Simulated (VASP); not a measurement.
Given:

```
AlTi4N3
1.0
    1.49749    -2.59373     0.00000
    1.49749     2.59373     0.00000
    0.00000     0.00000    23.48369
Ti Al N
8 2 6
Cartesian
  1.49749   2.59373   3.62006
  0.00000   0.00000  15.36191
  2.99498   0.00000  19.86363
  1.49749   2.59373   8.12179
  1.49749   0.86458   1.26057
  1.49749  -0.86458  13.00242
  1.49749  -0.86458  22.22313
  1.49749   0.86458  10.48128
  1.49749   0.86458   5.87092
  1.49749  -0.86458  17.61277
  1.49749   2.59373   0.00000
  1.49749   2.59373  11.74185
  1.49749   0.86458  14.21885
  1.49749  -0.86458   2.47700
  1.49749  -0.86458   9.26484
  1.49749   0.86458  21.00669
```

Computed with PBE GGA, VASP's PBE PAW potentials (set 64) (plane waves; VASP). Run with LREAL = Auto, 520 eV cut-off, 13×13×2 Γ-centred mesh, tetrahedra with Blöchl corrections, potentials Ti_sv Al N.

The cores are frozen, which limits the accuracy of field gradients.

Problem. Give the principal components of the electric field gradient (V/Å²) and the asymmetry η at each nucleus.

Solution. 
```tsv
atom	Vxx	Vyy	Vzz	η
Ti1	-6.9	-6.9	13.8	0.00
Ti2	-6.9	-6.9	13.8	0.00
Ti3	-6.9	-6.9	13.8	0.00
Ti4	-6.9	-6.9	13.8	0.00
Ti5	2.3	2.3	-4.6	0.00
Ti6	2.3	2.3	-4.6	0.00
Ti7	2.3	2.3	-4.6	0.00
Ti8	2.3	2.3	-4.6	0.00
Al9	20.4	20.4	-40.7	0.00
Al10	20.4	20.4	-40.7	0.00
N11	1.8	1.8	-3.5	0.00
N12	1.8	1.8	-3.5	0.00
N13	-0.8	-0.8	1.7	0.00
N14	-0.8	-0.8	1.7	0.00
N15	-0.8	-0.8	1.7	0.00
N16	-0.8	-0.8	1.7	0.00
```

The compound is Ti4AlN3 in the sg194 structure. It was relaxed first.
